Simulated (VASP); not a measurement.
Output of a VASP run:

OSZICAR:
```
       N       E                     dE             d eps       ncg     rms          rms(c)
DAV:   1     0.244685339923E+03    0.24469E+03   -0.16269E+04  5280   0.218E+03
DAV:   2    -0.181948685050E+02   -0.26288E+03   -0.24649E+03  5388   0.421E+02
DAV:   3    -0.484762582078E+02   -0.30281E+02   -0.28912E+02  5968   0.163E+02
DAV:   4    -0.494491623461E+02   -0.97290E+00   -0.96697E+00  5808   0.310E+01
DAV:   5    -0.494785175543E+02   -0.29355E-01   -0.29339E-01  6376   0.504E+00    0.215E+01
DAV:   6    -0.411287356775E+02    0.83498E+01   -0.56237E+01  7724   0.131E+02    0.249E+01
DAV:   7    -0.394231151962E+02    0.17056E+01   -0.60581E+00  6108   0.687E+01    0.120E+01
DAV:   8    -0.397708812771E+02   -0.34777E+00   -0.15452E+00  7356   0.188E+01    0.787E+00
DAV:   9    -0.397520778630E+02    0.18803E-01   -0.17516E-01  7736   0.764E+00    0.164E+00
DAV:  10    -0.397649219390E+02   -0.12844E-01   -0.87724E-02  8016   0.582E+00    0.581E-01
DAV:  11    -0.397675684010E+02   -0.26465E-02   -0.14482E-02  6004   0.165E+00    0.231E-01
DAV:  12    -0.397677180508E+02   -0.14965E-03   -0.15863E-03  6084   0.527E-01    0.877E-02
DAV:  13    -0.397677782233E+02   -0.60172E-04   -0.10864E-04  7424   0.195E-01    0.233E-02
DAV:  14    -0.397677805160E+02   -0.22928E-05   -0.17474E-05  5804   0.580E-02    0.108E-02
DAV:  15    -0.397677884645E+02   -0.79485E-05   -0.42270E-06  5076   0.257E-02    0.305E-03
DAV:  16    -0.397677879804E+02    0.48407E-06   -0.29165E-07  2804   0.737E-03
   1 F= -.39767788E+02 E0= -.39767788E+02  d E =-.397678E+02  mag=     0.0000
```

### OUTCAR
```
------------------------ aborting loop because EDIFF is reached ----------------------------------------
  FORCE on cell =-STRESS in cart. coord.  units (eV):
  Direction    XX          YY          ZZ          XY          YZ          ZX
  --------------------------------------------------------------------------------------
  Total       -0.0011599     -0.0011599     -0.0011599     -0.0206986     -0.0206986     -0.0206986
  in kB       -0.0519519     -0.0519519     -0.0519519     -0.9271201     -0.9271201     -0.9271201
  external PRESSURE =      -0.0519519 kB  Pullay stress =       0.0000000 kB
  volume of cell :       35.77
      direct lattice vectors                 reciprocal lattice vectors
     4.148219194  2.071050733  2.071050733     0.361157267 -0.120267335 -0.120267335
     2.071050733  4.148219194  2.071050733    -0.120267335  0.361157267 -0.120267335
     2.071050733  2.071050733  4.148219194    -0.120267335 -0.120267335  0.361157267
 POSITION                                       TOTAL-FORCE (eV/Angst)
 -----------------------------------------------------------------------------------
      0.00000      0.00000      0.00000        -0.000000      0.000000     -0.000000
      4.14516      4.14516      4.14516         0.000000      0.000000     -0.000000
      2.07258      2.07258      2.07258        -0.000000     -0.000000      0.000000
      6.21774      6.21774      6.21774         0.000000     -0.000000     -0.000000
 -----------------------------------------------------------------------------------
    total drift:                                0.000000     -0.000000     -0.000000
  FREE ENERGIE OF THE ION-ELECTRON SYSTEM (eV)
  ---------------------------------------------------
  free  energy   TOTEN  =       -39.7677879804 eV

  energy  without entropy=      -39.7677879804  energy(sigma->0) =      -39.76778798

 total charge

# of ion       s       p       d       tot
------------------------------------------
    1        0.340   0.431   8.215   8.985
    2        0.340   0.431   8.215   8.985
    3        1.560   3.482   0.000   5.041
    4        1.560   3.482   0.000   5.041
--------------------------------------------------
tot          3.799   7.825  16.430  28.053

 magnetization (x)

# of ion       s       p       d       tot
------------------------------------------
    1       -0.007  -0.013   1.573   1.553
    2        0.007   0.013  -1.573  -1.553
    3        0.000   0.000   0.000   0.000
    4        0.000   0.000   0.000   0.000
--------------------------------------------------
tot          0.000   0.000   0.000   0.000

 reached required accuracy - stopping structural energy minimisation
```
(Selected blocks of OUTCAR.)

### POSCAR
```
NiO
1
    4.1482191935     2.0710507334     2.0710507334
    2.0710507334     4.1482191935     2.0710507334
    2.0710507334     2.0710507334     4.1482191935
Ni O
2 2
Direct
  0.0000000000   0.0000000000   0.0000000000
  0.5000000000   0.5000000000   0.5000000000
  0.2500000000   0.2500000000   0.2500000000
  0.7500000000   0.7500000000   0.7500000000
```

### Question
Reconstruct the remaining input files.

### Answer
One answer among several that fit: the input of the run itself, r2SCAN+rVV10, plane waves, VASP's PBE PAW potentials (set 64).

**INCAR**
```
ALGO  =  Normal
BPARAM  =  11.95
CPARAM  =  0.0093
EDIFF  =  1E-6
EDIFFG  =  -0.02
ENCUT  =  520
IBRION  =  2
ISIF  =  3
ISMEAR  =  0
ISPIN  =  2
LASPH  =  .True.
LCHARG  =  .False.
LMAXMIX  =  4
LMIXTAU  =  .True.
LORBIT  =  10
LREAL  =  .False.
LUSE_VDW  =  .True.
LWAVE  =  .False.
MAGMOM  =  1.6 -1.6 0.0 0.0
METAGGA  =  R2SCAN
NELM  =  100
NSW  =  60
PREC  =  Accurate
SIGMA  =  0.05
SYSTEM  =  NiO
```

File KPOINTS:
```
Regular mesh
0
G
8 8 8
0 0 0
```

POTCAR, in this order: Ni O (PBE.64 set). Program: vasp_std.

The compound is NiO in the rock salt, AFM-II order structure. It was relaxed first. The start is the result of an earlier pass.
